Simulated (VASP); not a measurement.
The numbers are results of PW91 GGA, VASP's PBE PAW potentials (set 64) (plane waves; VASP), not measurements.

A VASP calculation is set up with these files.

### INCAR
```
# general
SYSTEM =Ba
PREC   =Accurate
ENCUT  =400   # plane-wave cut-off (eV)
LREAL  =F   # projection in real space or not
LASPH  =T

# electronic loop
EDIFF  =1E-6
NELM   =100   # most electronic steps
ALGO   =Normal
LMAXMIX=4   # l cut-off of mixed one-centre charges

# smearing
ISMEAR =1   # Methfessel-Paxton
SIGMA  =0.1   # width (eV)

# functional
GGA    =91   # PW91

# ions
ISIF   =2

# output
LWAVE  =F
LCHARG =F
```

File KPOINTS:
```
Regular mesh
0
G
 9 9 9
0 0 0
```

File POSCAR:
```
Ba
4.3474480
 -0.5773502064   0.5773502064   0.5773502064
  0.5773502064  -0.5773502064   0.5773502064
  0.5773502064   0.5773502064  -0.5773502064
Ba
1
Direct
  0.0000000000   0.0000000000   0.0000000000
```

POTCAR, in this order: Ba_sv (PBE.64 set). Program: vasp_std.

Output of the run:

**OSZICAR**
```
       N       E                     dE             d eps       ncg     rms          rms(c)
DAV:   1     0.473906755902E+02    0.47391E+02   -0.37618E+03   630   0.737E+02
DAV:   2    -0.134468756802E+00   -0.47525E+02   -0.47140E+02   728   0.141E+02
DAV:   3    -0.189279423203E+01   -0.17583E+01   -0.17520E+01   796   0.298E+01
DAV:   4    -0.193469283651E+01   -0.41899E-01   -0.41853E-01   983   0.412E+00
DAV:   5    -0.193510324260E+01   -0.41041E-03   -0.41037E-03   917   0.240E-01    0.173E+00
DAV:   6    -0.193393318665E+01    0.11701E-02   -0.38980E-03   819   0.671E-01    0.102E+00
DAV:   7    -0.193422490531E+01   -0.29172E-03   -0.86709E-03   711   0.104E+00    0.488E-02
DAV:   8    -0.193448981150E+01   -0.26491E-03   -0.45336E-04   952   0.143E-01    0.350E-02
DAV:   9    -0.193449258103E+01   -0.27695E-05   -0.16949E-05   810   0.366E-02    0.650E-03
DAV:  10    -0.193449394090E+01   -0.13599E-05   -0.11389E-06   722   0.847E-03    0.392E-03
DAV:  11    -0.193449384843E+01    0.92471E-07   -0.97615E-07   450   0.117E-02
   1 F= -.19344938E+01 E0= -.19339039E+01  d E =-.176976E-02
```

File OUTCAR:
```
------------------------ aborting loop because EDIFF is reached ----------------------------------------
  FORCE on cell =-STRESS in cart. coord.  units (eV):
  Direction    XX          YY          ZZ          XY          YZ          ZX
  --------------------------------------------------------------------------------------
  Total       -0.0300696     -0.0300696     -0.0300696      0.0000000      0.0000000     -0.0000000
  in kB       -0.7616523     -0.7616523     -0.7616523      0.0000000      0.0000000     -0.0000000
  external PRESSURE =      -0.7616523 kB  Pullay stress =       0.0000000 kB
  volume of cell :       63.25
      direct lattice vectors                 reciprocal lattice vectors
    -2.510000000  2.510000000  2.510000000     0.000000000  0.199203187  0.199203187
     2.510000000 -2.510000000  2.510000000     0.199203187  0.000000000  0.199203187
     2.510000000  2.510000000 -2.510000000     0.199203187  0.199203187  0.000000000
 POSITION                                       TOTAL-FORCE (eV/Angst)
 -----------------------------------------------------------------------------------
      0.00000      0.00000      0.00000        -0.000000      0.000000      0.000000
 -----------------------------------------------------------------------------------
    total drift:                               -0.000000     -0.000000     -0.000000
  FREE ENERGIE OF THE ION-ELECTRON SYSTEM (eV)
  ---------------------------------------------------
  free  energy   TOTEN  =        -1.9344938484 eV

  energy  without entropy=       -1.9327240901  energy(sigma->0) =       -1.93390393
```
(Selected blocks of OUTCAR.)

The compound is Ba in the bcc structure. The cell was not relaxed at this level. The run is one of a series of settings (GGA = 91 against the base run), some of them coarse on purpose.
